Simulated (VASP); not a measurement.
Here is the system:

```xyz
6
Lattice="4.1568 0.0000 0.0000 0.0000 4.1568 0.0000 0.0000 0.0000 2.6655" Properties=species:S:1:pos:R:3 pbc="T T T"
Si     0.0000     0.0000     0.0000
Si     2.0784     2.0784     1.3328
O      1.2694     1.2694     0.0000
O      3.3478     0.8090     1.3328
O      0.8090     3.3478     1.3328
O      2.8874     2.8874     0.0000
```

The numbers are results of LDA (Ceperley-Alder, Perdew-Zunger), VASP's LDA PAW potentials (set 64) (plane waves; VASP 6.6.1), not measurements. Run with 520 eV cut-off, Gaussian smearing of 0.050 eV, potentials Si O.

Problem. Predict the band gap (along the path) with the smallest direct gap where there is one.

Solution. 
```
Quantity                               Result
------------------------------------  -------
band gap (along the path)             5.76 eV
smallest direct gap (along the path)  5.76 eV
```

The absolute energy has meaning only against runs of the same code, potentials and settings.

The compound is SiO2 in the rutile structure, stishovite, a high-pressure form. It was relaxed first.
